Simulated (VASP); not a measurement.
Here is a VASP 6.6.1 calculation.

INCAR

```
SYSTEM = Si3N4
PREC = Accurate
ENCUT = 600
EDIFF = 1E-6
ISMEAR = 0
SIGMA = 0.03
LREAL = .FALSE.
LASPH = .TRUE.
NELM = 80
ALGO = Normal
ISIF = 3
LWAVE = .FALSE.
LCHARG = .FALSE.
GGA = PS
IBRION = 2
NSW = 90
EDIFFG = -0.01
KPAR = 8
```

File KPOINTS:

```
Automatic mesh
0
G
  6 6 6
  0 0 0
```

POSCAR

```
Si3N4
1.0
    0.0000000000      3.8937180000      3.8937180000
    3.8937180000      0.0000000000      3.8937180000
    3.8937180000      3.8937180000      0.0000000000
Si N
6 8
Direct
    0.1250000000      0.1250000000      0.6250000000
    0.1250000000      0.6250000000      0.1250000000
    0.6250000000      0.1250000000      0.1250000000
    0.1250000000      0.1250000000      0.1250000000
    0.7500000000      0.7500000000      0.7500000000
    0.5000000000      0.5000000000      0.5000000000
    0.3675630000      0.3675630000      0.3675630000
    0.3526890000      0.8824370000      0.8824370000
    0.8824370000      0.8824370000      0.3526890000
    0.8824370000      0.3526890000      0.8824370000
    0.3675630000      0.3675630000      0.8973110000
    0.3675630000      0.8973110000      0.3675630000
    0.8824370000      0.8824370000      0.8824370000
    0.8973110000      0.3675630000      0.3675630000
```

Potentials or basis: VASP PAW PBE potentials, release 64 (Si, N).

Command:

```console
$ cat potpaw_PBE.64/Si/POTCAR potpaw_PBE.64/N/POTCAR > POTCAR
$ mpirun -np 8 vasp_std > vasp.out
```

**Question.** Estimate the relaxed cell.

**Answer.** a = 5.476 Å, b = 5.476 Å, c = 5.476 Å, α = 60.00°, β = 60.00°, γ = 60.00°.

**Question.** What does it give for the space group after relaxing (to 0.05 Å)?

**Answer.** Fd-3m (No. 227).

**Question.** What does it give for the band gap on the k mesh?

**Answer.** 3.28 eV, indirect (least direct gap 3.32 eV).

Forces in eV/Å, atoms in the order of the input:
```
Si   0.000  0.000  0.000
Si   0.000  0.000  0.000
Si   0.000  0.000  0.000
Si   0.000  0.000  0.000
Si   0.000  0.000  0.000
Si   0.000  0.000  0.000
N    0.001  0.001  0.001
N   -0.001  0.001  0.001
N    0.001  0.001 -0.001
N    0.001 -0.001  0.001
N   -0.001 -0.001  0.001
N   -0.001  0.001 -0.001
N   -0.001 -0.001 -0.001
N    0.001 -0.001 -0.001
```

Caveat: the PAW data sets were made with another functional, which shifts forces and pressure a little. A k mesh can miss the band edges.
